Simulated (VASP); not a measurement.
Input for VASP

### POSCAR
```
Sb
1.0
  3.9571134762  -2.1810369844  -0.0159111676
  3.9571134762   2.1810369844  -0.0159111676
  2.7694128303   0.0000000000   3.5701923626
Sb
2
Cartesian
  2.5041006966   0.0000000000   0.8293460872
  8.1795390861   0.0000000000   2.7090239402
```

### INCAR
```
SYSTEM = Sb
PREC = Accurate
ENCUT = 520
EDIFF = 1E-6
NELM = 100
ALGO = Normal
LREAL = .FALSE.
LASPH = .TRUE.
ISMEAR = 0
SIGMA = 0.05
GGA = PE
IVDW = 11
LMAXMIX = 4
LWAVE = .FALSE.
LCHARG = .FALSE.
IBRION = 2
ISIF = 3
NSW = 60
EDIFFG = -0.01
```

KPOINTS:
```
Automatic mesh
0
Gamma
7 7 7
0 0 0
```

POTCAR, in this order: Sb (PBE.64 set). Program: vasp_std.

**Question.** Write an equivalent input for Quantum ESPRESSO's pw.x.

**Answer.** One equivalent input (not run):
```
&CONTROL
  calculation = 'vc-relax'
  pseudo_dir = './pseudo'
  outdir = './out'
  tprnfor = .true.
  tstress = .true.
  nstep = 60
  forc_conv_thr = 0.00039
/
&SYSTEM
  ibrav = 0
  nat = 2
  ntyp = 1
  ecutwfc = 80
  occupations = 'smearing'
  smearing = 'gaussian'
  degauss = 0.003675
  input_dft = 'pbe'
  vdw_corr = 'grimme-d3'
  dftd3_version = 3
  dftd3_threebody = .false.
/
&ELECTRONS
  conv_thr = 7.3e-08
  electron_maxstep = 100
/
&IONS
/
&CELL
/
ATOMIC_SPECIES
  Sb 121.760 Sb.upf
CELL_PARAMETERS angstrom
     3.9571135   -2.1810370   -0.0159112
     3.9571135    2.1810370   -0.0159112
     2.7694128   -0.0000000    3.5701924
ATOMIC_POSITIONS crystal
  Sb   0.2343865  0.2343865  0.2343865
  Sb   0.7656135  0.7656135  0.7656135
K_POINTS automatic
  7 7 7 0 0 0
```
What does not carry over: the potentials are each code's own (VASP's PAW set, PseudoDojo norm-conserving files in pw.x), so ENCUT and ecutwfc are chosen apart and not converted; conv_thr bounds pw.x's estimated SCF error, while EDIFF bounds the energy change between steps; forc_conv_thr acts on force components and is met together with etot_conv_thr.

The compound is Sb in the a7 structure. This run relaxes it. Symmetry was kept, so distortions that lower it aren't found. The start is the result of an earlier pass.
